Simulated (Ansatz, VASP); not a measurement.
# Mo (Mo(110)-(2x1) missing row) in two plane-wave programs, part 2 of 2

One calculation is typed for both programs; each brings its own data sets. How far apart do they land? Of the first pair: The structure shown is the start of the Ansatz relaxation below; VASP solves that cell, so the two are compared at the walk's first step.

VASP 6.6.1 and Ansatz 0.2.0.

So far: Set-up; Ansatz: relaxation, PBE; VASP: single point, PBE, start cell, pair 1.

## Step 4: Side by side

Known differences besides the potentials themselves: the cutoff is 420 eV in Ansatz and 400 eV in VASP. Total energies have different zeros and are not compared.

Forces (eV/Å; atoms numbered as in POSCAR):

```
atom        Ansatz x, y, z          VASP x, y, z
 Mo1  -0.027, 0.166, 0.568  -0.028, 0.166, 0.544
 Mo2  0.027, -0.166, 0.568  0.028, -0.166, 0.544
 Mo3  0.000, 0.000, -0.419  0.000, 0.000, -0.422
 Mo4  0.000, 0.000, -0.797  0.000, 0.000, -0.801
 Mo5  0.009, -0.152, 1.338  0.004, -0.149, 1.356
 Mo6  -0.009, 0.152, 1.338  -0.004, 0.149, 1.356
 Mo7  0.000, 0.000, -2.597  0.000, 0.000, -2.578
```

The forces differ by 10 meV/Å r.m.s., which is 1.4 % of the r.m.s. force of 0.751 eV/Å (both taken over all components). With vacuum in the cell, a pressure given here is an average over mostly empty space and none of the material.

## Step 5: Ansatz: relaxation, PBE

This run makes the geometry at which the two programs are then compared.

The structure compared here is the end of the Ansatz relaxation.

The input, input.yaml:

```yaml
crystal:
  lattice:
    - [5.4559600438, 0.0, 0.0]
    - [0.909326674, 2.5719642299, 0.0]
    - [0.0, 0.0, 23.6821590822]
  atoms:
    - { symbol: Mo, position: [0.0, 0.0, 0.3589199773] }
    - { symbol: Mo, position: [0.5, 0.0, 0.3589199773] }
    - { symbol: Mo, position: [0.25, 0.5, 0.4529733258] }
    - { symbol: Mo, position: [0.75, 0.5, 0.4529733258] }
    - { symbol: Mo, position: [0.0, 0.0, 0.5470266742] }
    - { symbol: Mo, position: [0.5, 0.0, 0.5470266742] }
    - { symbol: Mo, position: [0.25, 0.5, 0.6410800227] }
kpoints:
  mp_grid: { grid: [6, 11, 1] }
hamiltonian:
  xc: pbe
scf:
  occupations: { method: fermi_dirac, width: 0.1 }
  convergence: { dr2_threshold: 1.0e-08 }
efield:
  axis: 3
  dipole_correction: true
  ramp_position: 0.97
  ramp_width: 0.06
relax:
  f_tol: 0.015
  max_steps: 90
  constraints: [{ sites: [0, 1, 2, 3] }]
output:
  write_potential: true
  write_density: true
  volumetric_format: npy
```

On the command line:

```bash
$ ansatz run input.yaml --threads 2 --pin off --max-ram 3072MiB --backend cpu --events-out ev --progress --plain --runs-dir out
```

Numbers of over 12 decimals in the logs are rounded to 6 here.

The program printed:

```text
[...]
Crystal: 7 atoms, lattice volume = 332.321 Å³
Basis set: ecut = 420 eV, 6555 PW (Γ), exchange–correlation on 80×40×320 points (8 copies of the dense FFT grid, shifted against one another)
Bands: 59, of which v1, the nominal top of the filled ones, is band 49 counted from 1 (48 counted from 0)
Symmetry: 2 space group operations
[...]
atoms:
    - { symbol: Mo, position: [0.0, 0.0, 0.3589199773] }
    - { symbol: Mo, position: [0.500000, 0.0, 0.3589199773] }
    - { symbol: Mo, position: [0.250000, 0.500000, 0.452973] }
    - { symbol: Mo, position: [0.75, 0.500000, 0.452973] }
    - { symbol: Mo, position: [-0.00263237, -0.011251, 0.548681] }
    - { symbol: Mo, position: [0.502632, 0.011251, 0.548681] }
    - { symbol: Mo, position: [0.250000, 0.500000, 0.629425] }
[key lines of the parts left out:]
SCF converged after 6 iterations
Free energy (F): -34686.406884 eV
Fermi energy:    4.224267 eV
Dipole field:    D = 0.038934 V/Å  (p = 0.071502 e·Å, saw-weighted, corrected)
Work function:   Φ+ = 3.6851 eV   Φ− = 4.6071 eV
```

## Step 6: VASP: single point, PBE, relaxed cell, pair 2

The same cell, functional, mesh and smearing now go to VASP, with its own data sets.

The input, INCAR:

```
SYSTEM = Mo
PREC = Accurate
ENCUT = 400
EDIFF = 1E-06
NELM = 120
ISMEAR = -1
SIGMA = 0.1
LREAL = .FALSE.
ALGO = Normal
GGA = PE
NBANDS = 60
LASPH = .TRUE.
LORBIT = 11
LWAVE = .FALSE.
LCHARG = .FALSE.
ISIF = 2
LDIPOL = .TRUE.
IDIPOL = 3
DIPOL = 0.5 0.5 0.478
LVHAR = .TRUE.
GGA_COMPAT = .FALSE.
NELMDL = -8
KPAR = 2
```

The input, POSCAR:

```
Mo
1.0
    5.4559600438      0.0000000000      0.0000000000
    0.9093266740      2.5719642299      0.0000000000
    0.0000000000      0.0000000000     23.6821590822
Mo
7
Direct
    1.0000000000      0.0000000000      0.3589199773
    0.5000000000      0.0000000000      0.3589199773
    0.2500000000      0.5000000000      0.4529733258
    0.7500000000      0.5000000000      0.4529733258
    0.9973676308      0.9887493873      0.5486807206
    0.5026323692      0.0112506127      0.5486807206
    0.2500000000      0.5000000000      0.6294249192
```

The input, KPOINTS:

```
Automatic mesh
0
Gamma
6 11 1
0 0 0
```

PAW data sets: Mo_sv (PBE family, release 64).

On the command line:

```bash
$ mpirun -np 2 vasp_std
```

The program printed:

```text
[... set-up lines as in an earlier step ...]
 entering main loop
       N       E                     dE             d eps       ncg     rms          rms(c)
DAV:   1     0.815140786620E+03    0.81514E+03   -0.57807E+04  5896   0.121E+03
DAV:   2    -0.429994221130E+02   -0.85814E+03   -0.83239E+03  4636   0.394E+02
DAV:   3    -0.755261576198E+02   -0.32527E+02   -0.31106E+02  5376   0.615E+01
DAV:   4    -0.767977248849E+02   -0.12716E+01   -0.12496E+01  5472   0.920E+00
[...]
DAV:  31    -0.708393844555E+02   -0.29220E-05   -0.98237E-08  2560   0.815E-04    0.549E-04
DAV:  32    -0.708393858329E+02   -0.13774E-05   -0.60232E-08  2560   0.663E-04    0.299E-04
DAV:  33    -0.708393861097E+02   -0.27673E-06   -0.21322E-08  2488   0.426E-04
   1 F= -.70839386E+02 E0= -.70732752E+02  d E =-.213268E+00
```

From OUTCAR (step 6):

```text
  Total       -4.4612829     -6.5299523     -2.9297672      0.2616519      0.0000000      0.0000000
  in kB      -21.5086397    -31.4820633    -14.1249298      1.2614706      0.0000000      0.0000000
  external PRESSURE =     -22.3718776 kB  Pullay stress =       0.0000000 kB

 POSITION                                       TOTAL-FORCE (eV/Angst)
 -----------------------------------------------------------------------------------
      0.00000      0.00000      8.50000        -0.014765      0.209791      0.552951
      2.72798      0.00000      8.50000         0.014765     -0.209791      0.552951
      1.81865      1.28598     10.72739        -0.000000      0.000000     -0.378539
      4.54663      1.28598     10.72739        -0.000000      0.000000     -0.777983
      6.34069      2.54303     12.99394        -0.014721      0.009707     -0.009219
      2.75257      0.02894     12.99394         0.014721     -0.009707     -0.009219
      1.81865      1.28598     14.90614        -0.000000      0.000000      0.069057
 -----------------------------------------------------------------------------------
    total drift:                               -0.000000      0.000000     -0.000647

  FREE ENERGIE OF THE ION-ELECTRON SYSTEM (eV)
  ---------------------------------------------------
  free  energy   TOTEN  =       -70.8393861097 eV

  energy  without entropy=      -70.6261179904  energy(sigma->0) =      -70.73275205

[... 2 parts as in an earlier step ...]

[... 1 further part left out ...]
[key lines of the parts left out:]
E-fermi :   1.3989
```

## Step 7: Differences

The two programs side by side:

```
                                   quantity  Ansatz  VASP  difference
 work function, lower of the two faces (eV)    3.69  3.68        0.00
work function, higher of the two faces (eV)    4.61  4.60        0.00
```

Forces (eV/Å; atoms numbered as in POSCAR):

```
atom          Ansatz x, y, z           VASP x, y, z
 Mo1    -0.014, 0.209, 0.577   -0.015, 0.210, 0.553
 Mo2    0.014, -0.209, 0.577   0.015, -0.210, 0.553
 Mo3    0.000, 0.000, -0.377   0.000, 0.000, -0.379
 Mo4    0.000, 0.000, -0.779   0.000, 0.000, -0.778
 Mo5  -0.003, -0.006, -0.001  -0.015, 0.010, -0.009
 Mo6    0.003, 0.006, -0.001  0.015, -0.010, -0.009
 Mo7     0.000, 0.000, 0.005    0.000, 0.000, 0.069
```

The forces differ by 17 meV/Å r.m.s., which is 6.5 % of the r.m.s. force of 0.263 eV/Å (both taken over all components). With vacuum in the cell, a pressure given here is an average over mostly empty space and none of the material.

## Step 8: VASP: single point, PBE, pair 3

With cell and atoms fixed, the geometry can't cause a difference; cores, projectors, grids and the points listed under the comparison can.

INCAR: that of step 6 with these lines changed.

```diff
@@ -6,3 +6,3 @@
 ISMEAR = -1
-SIGMA = 0.1
+SIGMA = 0.05
 LREAL = .FALSE.
```

POSCAR is that of step 6.

The input, KPOINTS:

```
Automatic mesh
0
Gamma
12 24 1
0 0 0
```

On the command line:

```bash
$ mpirun -np 2 vasp_std
```

The program printed:

```text
[banner, memory and clock lines left out]
running    2 mpi-ranks, on    1 nodes
[...]
LDA part: xc-table for (Slater+PW92), standard interpolation
|                                                                             |
|           W    W    AA    RRRRR   N    N  II  N    N   GGGG   !!!           |
|           W    W   A  A   R    R  NN   N  II  NN   N  G    G  !!!           |
|           W    W  A    A  R    R  N N  N  II  N N  N  G       !!!           |
|           W WW W  AAAAAA  RRRRR   N  N N  II  N  N N  G  GGG   !            |
|           WW  WW  A    A  R   R   N   NN  II  N   NN  G    G                |
|           W    W  A    A  R    R  N    N  II  N    N   GGGG   !!!           |
|                                                                             |
|     Your reciprocal lattice and k-lattice belong to different lattice       |
|     classes:                                                                |
|                                                                             |
|        The reciprocal lattice is simple monoclinic,                         |
|        whereas your k-lattice is base centered orthorhombic.                |
|                                                                             |
|     Results are often still useful ...                                      |
|                                                                             |

 POSCAR, INCAR and KPOINTS ok, starting setup
[...]
entering main loop
       N       E                     dE             d eps       ncg     rms          rms(c)
DAV:   1     0.821369027364E+03    0.82137E+03   -0.57740E+04 25296   0.121E+03
DAV:   2    -0.432457714088E+02   -0.86461E+03   -0.83955E+03 20068   0.395E+02
DAV:   3    -0.754857229539E+02   -0.32240E+02   -0.30867E+02 23196   0.614E+01
DAV:   4    -0.767175952045E+02   -0.12319E+01   -0.12084E+01 23360   0.909E+00
[...]
DAV:  31    -0.707418974249E+02   -0.53271E-05   -0.17563E-07 11512   0.114E-03    0.598E-04
DAV:  32    -0.707418992051E+02   -0.17802E-05   -0.66278E-08 11120   0.633E-04    0.437E-04
DAV:  33    -0.707418999721E+02   -0.76702E-06   -0.34927E-08 10700   0.525E-04
   1 F= -.70741900E+02 E0= -.70713762E+02  d E =-.562755E-01
```

OUTCAR, selected parts (step 8):

```text
  Total       -4.6669248     -6.4440008     -3.0263724      0.3339058      0.0000000      0.0000000
  in kB      -22.5000758    -31.0676759    -14.5906808      1.6098192      0.0000000      0.0000000
  external PRESSURE =     -22.7194775 kB  Pullay stress =       0.0000000 kB

 POSITION                                       TOTAL-FORCE (eV/Angst)
 -----------------------------------------------------------------------------------
      0.00000      0.00000      8.50000         0.003345      0.213571      0.578034
      2.72798      0.00000      8.50000        -0.003345     -0.213571      0.578034
      1.81865      1.28598     10.72739        -0.000000      0.000000     -0.408521
      4.54663      1.28598     10.72739        -0.000000      0.000000     -0.805389
      6.34069      2.54303     12.99394        -0.006370     -0.006238     -0.005316
      2.75257      0.02894     12.99394         0.006370      0.006238     -0.005316
      1.81865      1.28598     14.90614        -0.000000      0.000000      0.068474
 -----------------------------------------------------------------------------------
    total drift:                               -0.000000      0.000000     -0.000707

  FREE ENERGIE OF THE ION-ELECTRON SYSTEM (eV)
  ---------------------------------------------------
  free  energy   TOTEN  =       -70.7418999721 eV

  energy  without entropy=      -70.6856244421  energy(sigma->0) =      -70.71376221

[... 1 part as in an earlier step ...]

[... 2 further parts left out ...]
[key lines of the parts left out:]
E-fermi :   1.4136
```

## Step 9: Ansatz: single point, PBE, pair 3

The same cell, functional, mesh and smearing now go to Ansatz, which takes its cutoff from its data sets.

The cell is taken from a series of runs on this material, whose earlier steps may have relaxed, scaled, displaced or heated it; both programs get it as it stands.

The input, input.yaml:

```yaml
crystal:
  lattice:
    - [5.4559600438, 0.0, 0.0]
    - [0.909326674, 2.5719642299, 0.0]
    - [0.0, 0.0, 23.6821590822]
  atoms:
    - { symbol: Mo, position: [0.0, 0.0, 0.3589199773] }
    - { symbol: Mo, position: [0.5, 0.0, 0.3589199773] }
    - { symbol: Mo, position: [0.25, 0.5, 0.4529733258] }
    - { symbol: Mo, position: [0.75, 0.5, 0.4529733258] }
    - { symbol: Mo, position: [-0.0026323692, -0.0112506127, 0.5486807206] }
    - { symbol: Mo, position: [0.5026323692, 0.0112506127, 0.5486807206] }
    - { symbol: Mo, position: [0.25, 0.5, 0.6294249192] }
kpoints:
  mp_grid: { grid: [12, 24, 1] }
hamiltonian:
  xc: pbe
scf:
  occupations: { method: fermi_dirac, width: 0.05 }
  convergence: { dr2_threshold: 1.0e-09 }
  n_extra_bands: 17
efield:
  axis: 3
  dipole_correction: true
  ramp_position: 0.97
  ramp_width: 0.06
output:
  band_densities:
    - { e_range: [-0.05, 0] }
    - { e_range: [-0.4, 0] }
    - { e_range: [-1.2, 0] }
    - { e_range: [0, 0.05] }
    - { e_range: [0, 0.4] }
    - { e_range: [0, 1.2] }
    - { e_range: [-2.0, -1.8] }
    - { e_range: [-1.8, -1.6] }
    - { e_range: [-1.6, -1.4] }
    - { e_range: [-1.4, -1.2] }
    - { e_range: [-1.2, -1.0] }
    - { e_range: [-1.0, -0.8] }
    - { e_range: [-0.8, -0.6] }
    - { e_range: [-0.6, -0.4] }
    - { e_range: [-0.4, -0.2] }
    - { e_range: [-0.2, 0.0] }
    - { e_range: [0.0, 0.2] }
    - { e_range: [0.2, 0.4] }
    - { e_range: [0.4, 0.6] }
    - { e_range: [0.6, 0.8] }
    - { e_range: [0.8, 1.0] }
    - { e_range: [1.0, 1.2] }
    - { e_range: [1.2, 1.4] }
    - { e_range: [1.4, 1.6] }
    - { e_range: [1.6, 1.8] }
    - { e_range: [1.8, 2.0] }
  band_residual_tolerance: 0.0001
  dos: { projected: true, e_range: [-5, 4] }
  write_potential: true
  write_density: true
  volumetric_format: npy
```

On the command line:

```bash
$ ansatz run input.yaml --threads 2 --pin off --max-ram 3072MiB --backend cpu --events-out ev --progress --plain --runs-dir out
```

The program printed:

```text
[...]
Crystal: 7 atoms, lattice volume = 332.321 Å³
Basis set: ecut = 420 eV, 6555 PW (Γ)
Bands: 66, of which v1, the nominal top of the filled ones, is band 49 counted from 1 (48 counted from 0)
Symmetry: 2 space group operations
[...]
k-points: 146 of 288
[...]
e_range: [1.2, 1.4]                           2.180556             4.6e-5           0
  e_range: [1.4, 1.6]                           2.215278             3.5e-5           0
  e_range: [1.6, 1.8]                           2.715278             4.4e-5           0
  e_range: [1.8, 2]                             2.486111             3.4e-5           0
[key lines of the parts left out:]
SCF converged after 11 iterations
Free energy (F): -34686.309280 eV
Fermi energy:    4.239298 eV
Dipole field:    D = 0.039250 V/Å  (p = 0.072083 e·Å, saw-weighted, corrected)
Work function:   Φ+ = 3.6592 eV   Φ− = 4.5887 eV
```

## Step 10: Side by side

The two programs side by side:

```
                                   quantity  Ansatz  VASP  difference
 work function, lower of the two faces (eV)    3.66  3.66        0.00
work function, higher of the two faces (eV)    4.59  4.59        0.00
```

With vacuum in the cell, a pressure given here is an average over mostly empty space and none of the material.

## Step 11: Results

```yaml
r_m_s_force_difference_single_point_pbe_start_cell_pair_1: 1.4 % of the r.m.s. force
r_m_s_force_difference_single_point_pbe_relaxed_cell_pair_2: 6.5 % of the r.m.s. force
difference_in_work_function_lower_of_the_two_faces_single_point_pbe_pair_3: 0.0038 eV
```

The r.m.s. force difference is 6.5 % of the r.m.s. force (single point, PBE, relaxed cell, pair 2), beyond the 3 % picked in this series as the mark of a large difference. What causes the difference of the single point, PBE, relaxed cell, pair 2 pair stays open here. Such differences can come from data sets, numerical settings and the points named under the comparisons, not from the functional's error against experiment.

[Lines on the potential files, build, host, timing and source positions are cut from VASP's logs without a mark.]

[Logs are printed without paths, hosts, clocks, repeated set-up lines and the standing remarks that a program may print on its own settings, such as how far it seeks lower states.]

[Hosts, paths, dates, database ids (printed as entryN), source tags and the programs' standing remarks are cut or masked in the printed files.]
